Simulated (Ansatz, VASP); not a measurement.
# Two plane-wave programs on BiIr

```xyz
2
Lattice="0.0000 3.0651 3.0651 3.0651 0.0000 3.0651 3.0651 3.0651 0.0000" Properties=species:S:1:pos:R:3 pbc="T T T"
Ir    0.0000    0.0000    0.0000
Bi    1.5326    1.5326    1.5326
```

The cell comes from a database or a generator and needn't be the stable form of this composition.

Alike in both runs: task single point; functional r2SCAN; k mesh 10 × 10 × 10; occupations gaussian, width 0.05 eV; no spin polarisation.

|  | VASP | Ansatz |
| --- | --- | --- |
| version | VASP 6.6.1 | Ansatz 0.2.0 |
| potentials or method | VASP PAW PBE potentials, release 64 (Ir, Bi_d) | scalar-relativistic, plane waves, PAW |
| plane-wave cutoff (eV) | 520 | 500 |
| valence electrons in the cell | 24 | 32 |

Ansatz gave:

* gap on the k mesh at the Fermi level (eV): none
* pressure (GPa): -2.4

Estimate VASP's values.

gap on the k mesh at the Fermi level (eV): none; pressure (GPa): -2.1.

A gap of «none» marks a metal or a gap that the smearing closes. The functional is the same, so the differences come from potentials, cutoffs and numerics. The two sets of potentials don't hold the same shells in valence.

Caveats: the PAW data sets were made with another functional, which shifts forces and pressure a little (VASP); spin-orbit coupling is left out, which moves the levels of the heavy elements.
